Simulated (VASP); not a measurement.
# Ba4Si (Im-3m) in VASP: equation of state, part 2 of 2

VASP 6.6.1. The steps go on from the part before.

## Step 3: Equation of state, PBE, 47.82 Å³/atom (volume scaled by 0.96)

Input file INCAR:

```
SYSTEM = Ba4Si
PREC     = Accurate       ! precision mode
ENCUT    = 520            ! plane-wave cutoff, eV
EDIFF    = 1E-7           ! SCF threshold, eV
ISMEAR   = -1             ! smearing method
SIGMA    = 0.05           ! smearing width, eV
LREAL    = .FALSE.        ! projectors in reciprocal space
LASPH    = .TRUE.         ! aspherical terms in the spheres
NELM     = 80             ! most SCF steps
ALGO     = Normal         ! electronic algorithm
ISIF     = 2              ! what is computed and relaxed
LWAVE    = .FALSE.        ! write WAVECAR
LCHARG   = .FALSE.        ! write CHGCAR
GGA      = PE             ! functional
NBANDS   = 30             ! bands
```

Input file KPOINTS:

```
Automatic mesh
0
G
  5 5 5
  0 0 0
```

Input file POSCAR:

```
Ba4Si
1.0
   -3.9099424875      3.9099424875      3.9099424875
    3.9099424875     -3.9099424875      3.9099424875
    3.9099424875      3.9099424875     -3.9099424875
Ba Si
4 1
Direct
    0.5000000000      0.5000000000      0.5000000000
    0.5000000000      0.0000000000      0.0000000000
    0.0000000000      0.0000000000      0.5000000000
    0.0000000000      0.5000000000      0.0000000000
    0.0000000000      0.0000000000      0.0000000000
```

Potentials or basis: VASP PAW PBE potentials, release 64 (Ba_sv, Si).

Started as:

```bash
$ cat potpaw_PBE.64/Ba_sv/POTCAR potpaw_PBE.64/Si/POTCAR > POTCAR
$ mpirun -np 1 vasp_std > vasp.out
```

OUTCAR:

```text
SYSTEM = Ba4Si
   PREC = Accurate
   ENCUT = 520
   EDIFF = 1E-7
   ISMEAR = -1
   LREAL = .FALSE.
   LASPH = .TRUE.
   NELM = 80
   ISIF = 2
   GGA = PE

 Found     10 irreducible k-points:

 Following reciprocal coordinates:
            Coordinates               Weight
  0.000000  0.000000  0.000000      1.000000
  0.200000  0.000000  0.000000     12.000000
  0.400000  0.000000  0.000000     12.000000
  0.200000  0.200000  0.000000     24.000000
  0.400000  0.200000  0.000000     24.000000
  0.200000  0.200000  0.200000      8.000000
   k-points           NKPTS =     10   k-points in BZ     NKDIM =     10   number of bands    NBANDS=     30
   number of dos      NEDOS =    301   number of ions     NIONS =      5
   total plane-waves  NPLWV = 125000
   dimension x,y,z NGX =    50 NGY =   50 NGZ =   50
   dimension x,y,z NGXF=   100 NGYF=  100 NGZF=  100
   ions per type =               4   1
   NGX,Y,Z   is equivalent  to a cutoff of  12.27, 12.27, 12.27 a.u.
   NGXF,Y,Z  is equivalent  to a cutoff of  24.55, 24.55, 24.55 a.u.
 SYSTEM =  Ba4Si
   PREC   = accura    normal or accurate (medium, high low for compatibility)
   ISTART =      0    job   : 0-new  1-cont  2-samecut
   ICHARG =      2    charge: 1-file 2-atom 10-const
   ISPIN  =      1    spin polarized calculation?
   LNONCOLLINEAR =      F non collinear calculations
   LSORBIT =      F    spin-orbit coupling
   LASPH  =      T    aspherical Exc in radial PAW
   ENCUT  =  520.0 eV  38.22 Ry    6.18 a.u.  12.59 12.59 12.59*2*pi/ulx,y,z
   NELM   =     80;   NELMIN=  2; NELMDL= -5     # of ELM steps
   EDIFF  = 0.1E-06   stopping-criterion for ELM
   LREAL  =      F    real-space projection
   EDIFFG = 0.1E-05   stopping-criterion for IOM
   NSW    =      0    number of steps for IOM
   IBRION =     -1    ionic relax: 0-MD 1-quasi-New 2-CG
   NFREE  =      0    steps in history (QN), initial steepest desc. (CG)
   ISIF   =      2    stress and relaxation
   ISYM   =      2    0-nonsym 1-usesym 2-fastsym
   POTIM  = 0.5000    time-step for ionic-motion
   TEBEG  =    0.0;   TEEND  =   0.0 temperature during run
   PSTRESS=    0.0 pullay stress
   NELECT =      44.0000    total number of electrons
   NUPDOWN=      -1.0000    fix difference up-down
   EMIN   =  10.00;   EMAX   =-10.00  energy-range for DOS
   EFERMI =   0.00;   METHOD = LEGACY
   ISMEAR =    -1;   SIGMA  =   0.05  broadening in eV -4-tet -1-fermi 0-gaus
   EFERMI_NEDOS =   21; number of points for ismear=-14 and -15
   IALGO  =     38    algorithm
   IMIX   =      4    mixing-type and parameters
     AMIX     =   0.40;   BMIX     =  1.00
     AMIX_MAG =   1.60;   BMIX_MAG =  1.00
  volume/ion in A,a.u.               =      47.82       322.70
  Fermi-wavevector in a.u.,A,eV,Ry     =   0.931184  1.759682 11.797653  0.867103
  Thomas-Fermi vector in A             =   2.057650
   LORBIT       =      0    0 simple, 1 ext, 2 COOP (PROOUT), +10 PAW based schemes
   GGA     = PE    functional components
[... 5 lines left out ...]
 non-spin polarized calculation
  energy-cutoff  :      520.00
  volume of cell :      239.10
 maximum number of plane-waves:      6477
 NGX is ok and might be reduce to    50
   NGX = 25   NGY = 25   NGZ = 25

 number of electron      43.9999996 magnetization

 Free energy of the ion-electron system (eV)
  ---------------------------------------------------
  ext. energy  EPLUGINS =         0.00000000
  ---------------------------------------------------
  free energy    TOTEN  =       -13.06769081 eV

  energy without entropy =      -13.03141483  energy(sigma->0) =      -13.04955282

 E-fermi :   2.2911     XC(G=0):  -7.9589

 val. band max:        2.2329076801   @ k =  -0.4000   0.4000   0.4000
 cond. band min:       2.3053362732   @ k =  -0.2000   0.2000   0.2000
 fundamental gap:      0.0724285931
 Fermi energy:         2.2911305756

 k-point     1 :       0.0000    0.0000    0.0000
  band No.  band energies     occupation
      1     -26.4597      2.00000
      2     -26.3252      2.00000
      3     -26.3252      2.00000
      4     -26.3252      2.00000
      5     -12.0098      2.00000
      6     -12.0098      2.00000
[... 22 lines left out ...]
     29       5.2737      0.00000
     30       5.2737      0.00000
[... 134 lines left out ...]
  band No.  band energies     occupation
      1     -26.3902      2.00000
      2     -26.3492      2.00000
      3     -26.3490      2.00000
      4     -26.3490      2.00000
      5     -11.7808      2.00000
      6     -11.7808      2.00000
[... 22 lines left out ...]
     29       4.4105      0.00000
     30       4.6536      0.00000

 [... further k-points ...]

------------------------ aborting loop because EDIFF is reached ----------------------------------------

  FORCE on cell =-STRESS in cart. coord.  units (eV):
  Direction    XX          YY          ZZ          XY          YZ          ZX
  --------------------------------------------------------------------------------------
  -------------------------------------------------------------------------------------
  Total        1.4349864      1.4349864      1.4349864     -0.0000000     -0.0000000      0.0000000
  in kB        9.6158411      9.6158411      9.6158411     -0.0000000     -0.0000000      0.0000000
  external PRESSURE =       9.6158411 kB  Pullay stress =       0.0000000 kB

 VOLUME and BASIS-vectors are now :
 -----------------------------------------------------------------------------
  energy-cutoff  :      520.00
  volume of cell :      239.10
      direct lattice vectors                 reciprocal lattice vectors
    -3.909942487  3.909942487  3.909942487     0.000000000  0.127879119  0.127879119
     3.909942487 -3.909942487  3.909942487     0.127879119  0.000000000  0.127879119
     3.909942487  3.909942487 -3.909942487     0.127879119  0.127879119  0.000000000

 POSITION                                       TOTAL-FORCE (eV/Angst)
 -----------------------------------------------------------------------------------
      1.95497      1.95497      1.95497        -0.000000     -0.000000      0.000000
     -1.95497      1.95497      1.95497        -0.000000      0.000000      0.000000
      1.95497      1.95497     -1.95497         0.000000     -0.000000     -0.000000
      1.95497     -1.95497      1.95497        -0.000000      0.000000     -0.000000
      0.00000      0.00000      0.00000        -0.000000     -0.000000     -0.000000
 -----------------------------------------------------------------------------------
    total drift:                                0.000000     -0.000000      0.000000

  FREE ENERGIE OF THE ION-ELECTRON SYSTEM (eV)
  ---------------------------------------------------
  free  energy   TOTEN  =       -13.0676908057 eV

  energy  without entropy=      -13.0314148282  energy(sigma->0) =      -13.04955282
```

OSZICAR:

```text
N       E                     dE             d eps       ncg     rms          rms(c)
DAV:   1     0.340212702085E+03    0.34021E+03   -0.18098E+04   600   0.121E+03
DAV:   2     0.826497555009E+01   -0.33195E+03   -0.32517E+03   912   0.245E+02
DAV:   3    -0.140017865800E+02   -0.22267E+02   -0.21910E+02   784   0.663E+01
DAV:   4    -0.146657606393E+02   -0.66397E+00   -0.65859E+00   890   0.938E+00
DAV:   5    -0.146868736028E+02   -0.21113E-01   -0.21088E-01   794   0.145E+00    0.634E+00
DAV:   6    -0.130754119693E+02    0.16115E+01   -0.60354E+00   708   0.501E+00    0.360E+00
DAV:   7    -0.130721804751E+02    0.32315E-02   -0.50905E-01   800   0.199E+00    0.158E+00
DAV:   8    -0.130708277606E+02    0.13527E-02   -0.11581E-01   750   0.101E+00    0.432E-01
DAV:   9    -0.130673188899E+02    0.35089E-02   -0.46637E-02   714   0.526E-01    0.214E-01
DAV:  10    -0.130674959628E+02   -0.17707E-03   -0.53995E-03   708   0.171E-01    0.118E-01
DAV:  11    -0.130677392433E+02   -0.24328E-03   -0.65332E-04   732   0.137E-01    0.321E-02
DAV:  12    -0.130676976529E+02    0.41590E-04   -0.62932E-04   720   0.438E-02    0.152E-02
DAV:  13    -0.130676916091E+02    0.60437E-05   -0.47571E-05   722   0.188E-02    0.610E-03
DAV:  14    -0.130676914713E+02    0.13782E-06   -0.27339E-06   728   0.412E-03    0.307E-03
DAV:  15    -0.130676908527E+02    0.61857E-06   -0.22383E-06   554   0.316E-03    0.457E-04
DAV:  16    -0.130676908057E+02    0.46991E-07   -0.13105E-07   542   0.120E-03
   1 F= -.13067691E+02 E0= -.13049553E+02  d E =-.362760E-01
```

stdout:

```text
POSCAR found type information on POSCAR BaSi
 POSCAR found :  2 types and       5 ions
 scaLAPACK will be used
 LDA part: xc-table for (Slater+PW92), standard interpolation
 POSCAR, INCAR and KPOINTS ok, starting setup
 FFT: planning ... GRIDC
 FFT: planning ... GRID_SOFT
 FFT: planning ... GRID
 WAVECAR not read
 entering main loop
```

It took 62 s on 1 thread of Intel Xeon 6975P-C (Granite Rapids), shared host; peak memory 0.36 GiB.

Results:

```
Free energy            : -13.0677 eV
Pressure               : 1.0 GPa
Band gap on the k mesh : none (metal or under the smearing width)
```

## Step 4: Equation of state, PBE, 48.82 Å³/atom (volume scaled by 0.98)

Input file INCAR:

```
SYSTEM = Ba4Si
ALGO = Normal
EDIFF = 1E-7
ENCUT = 520
GGA = PE
ISIF = 2
ISMEAR = -1
LASPH = .True.
LCHARG = .False.
LREAL = .False.
LWAVE = .False.
NBANDS = 30
NELM = 80
PREC = Accurate
SIGMA = 0.05
```

Input file KPOINTS:

```
k-points
0
Gamma
  5 5 5
  0 0 0
```

POSCAR: that of step 3 with these lines changed.

```diff
@@ -2,5 +2,5 @@
 1.0
-   -3.9099424875      3.9099424875      3.9099424875
-    3.9099424875     -3.9099424875      3.9099424875
-    3.9099424875      3.9099424875     -3.9099424875
+   -3.9369084602      3.9369084602      3.9369084602
+    3.9369084602     -3.9369084602      3.9369084602
+    3.9369084602      3.9369084602     -3.9369084602
 Ba Si
```

Started as:

```bash
$ cat potpaw_PBE.64/Ba_sv/POTCAR potpaw_PBE.64/Si/POTCAR > POTCAR
$ mpirun -np 1 vasp_std > vasp.out
```

Wall time 80 s (1 thread of Intel Xeon 6975P-C (Granite Rapids), shared host); peak memory 0.41 GiB.

It converged, with:

* Free energy: -13.0918 eV
* Pressure: 0.6 GPa
* Band gap on the k mesh: none (metal or under the smearing width)

## Step 5: Equation of state, PBE, 50.81 Å³/atom (volume scaled by 1.02)

Input file INCAR:

```
SYSTEM = Ba4Si
ALGO = Normal ; EDIFF = 1E-7
ENCUT = 520 ; GGA = PE
ISIF = 2 ; ISMEAR = -1
LASPH = .True. ; LCHARG = .False.
LREAL = .False. ; LWAVE = .False.
NBANDS = 30 ; NELM = 60
PREC = Accurate ; SIGMA = 0.05
```

KPOINTS is that of step 4.

POSCAR: that of step 4 with these lines changed.

```diff
@@ -2,5 +2,5 @@
 1.0
-   -3.9369084602      3.9369084602      3.9369084602
-    3.9369084602     -3.9369084602      3.9369084602
-    3.9369084602      3.9369084602     -3.9369084602
+   -3.9897591756      3.9897591756      3.9897591756
+    3.9897591756     -3.9897591756      3.9897591756
+    3.9897591756      3.9897591756     -3.9897591756
 Ba Si
```

Started as:

```bash
$ cat potpaw_PBE.64/Ba_sv/POTCAR potpaw_PBE.64/Si/POTCAR > POTCAR
$ mpirun -np 1 vasp_std > vasp.out
```

Run time: 86 s. Hardware: 1 thread of Intel Xeon 6975P-C (Granite Rapids), shared host; peak memory 0.41 GiB.

The run converged. Its results:

| Item | Value |
| --- | --- |
| Free energy | -13.1072 eV |
| Pressure | -0.1 GPa |
| Band gap on the k mesh | none (metal or under the smearing width) |

## Step 6: Equation of state, PBE, 51.80 Å³/atom (volume scaled by 1.04)

Input file INCAR:

```
SYSTEM = Ba4Si
  PREC = Accurate
  ENCUT = 520
  EDIFF = 1E-7
  ISMEAR = -1
  SIGMA = 0.05
  LREAL = .FALSE.
  LASPH = .TRUE.
  NELM = 100
  ALGO = Normal
  ISIF = 2
  LWAVE = .FALSE.
  LCHARG = .FALSE.
  GGA = PE
  NBANDS = 30
```

Input file KPOINTS:

```
regular mesh
0
G
  5 5 5
  0 0 0
```

POSCAR: that of step 5 with these lines changed.

```diff
@@ -2,5 +2,5 @@
 1.0
-   -3.9897591756      3.9897591756      3.9897591756
-    3.9897591756     -3.9897591756      3.9897591756
-    3.9897591756      3.9897591756     -3.9897591756
+   -4.0156674286      4.0156674286      4.0156674286
+    4.0156674286     -4.0156674286      4.0156674286
+    4.0156674286      4.0156674286     -4.0156674286
 Ba Si
```

Potentials or basis: VASP PAW PBE potentials, release 64 (Ba_sv, Si).

Started as:

```bash
$ cat potpaw_PBE.64/Ba_sv/POTCAR potpaw_PBE.64/Si/POTCAR > POTCAR
$ mpirun -np 1 vasp_std > vasp.out
```

It took 64 s on 1 thread of Intel Xeon 6975P-C (Granite Rapids), shared host; peak memory 0.41 GiB.

It converged, with:

| Quantity | Value |
| --- | --- |
| Free energy | -13.1007 eV |
| Pressure | -0.4 GPa |
| Band gap on the k mesh | none (metal or under the smearing width) |

## Step 7: Equation of state, PBE, 52.80 Å³/atom (volume scaled by 1.06)

Input file INCAR:

```
ALGO = Normal
EDIFF = 1E-7
ENCUT = 520
GGA = PE
ISIF = 2
ISMEAR = -1
LASPH = T
LCHARG = F
LREAL = F
LWAVE = F
NBANDS = 30
NELM = 60
PREC = Accurate
SIGMA = 0.05
```

Input file KPOINTS:

```
k-points
0
Gamma
  5 5 5
```

POSCAR: that of step 6 with these lines changed.

```diff
@@ -2,5 +2,5 @@
 1.0
-   -4.0156674286      4.0156674286      4.0156674286
-    4.0156674286     -4.0156674286      4.0156674286
-    4.0156674286      4.0156674286     -4.0156674286
+   -4.0412456178      4.0412456178      4.0412456178
+    4.0412456178     -4.0412456178      4.0412456178
+    4.0412456178      4.0412456178     -4.0412456178
 Ba Si
```

Started as:

```bash
$ cat potpaw_PBE.64/Ba_sv/POTCAR potpaw_PBE.64/Si/POTCAR > POTCAR
$ mpirun -np 1 vasp_std > vasp.out
```

It took 83 s on 1 thread of Intel Xeon 6975P-C (Granite Rapids), shared host; peak memory 0.41 GiB.

It converged, with:

- Free energy: -13.0858 eV
- Pressure: -0.6 GPa
- Band gap on the k mesh: none (metal or under the smearing width)

## Step 8: Equation of state, PBE

Potentials or basis: VASP PAW PBE potentials, release 64 (Ba_sv, Si).

This step only gathers the single runs of the series.

What came out:

- Equilibrium volume: 50.58 Å³/atom
- Bulk modulus: 15.4 GPa
- Pressure derivative of the bulk modulus: 3.9

Energy against volume, from the lowest point:
```
volume (Å³/atom)  energy (meV/atom)
          46.823              15.19
          47.819               7.91
          48.815               3.10
          49.812               0.53
          50.808               0.00
          51.804               1.31
          52.800               4.29
```

The run has no spin-orbit coupling, so splittings on Ba are missing.
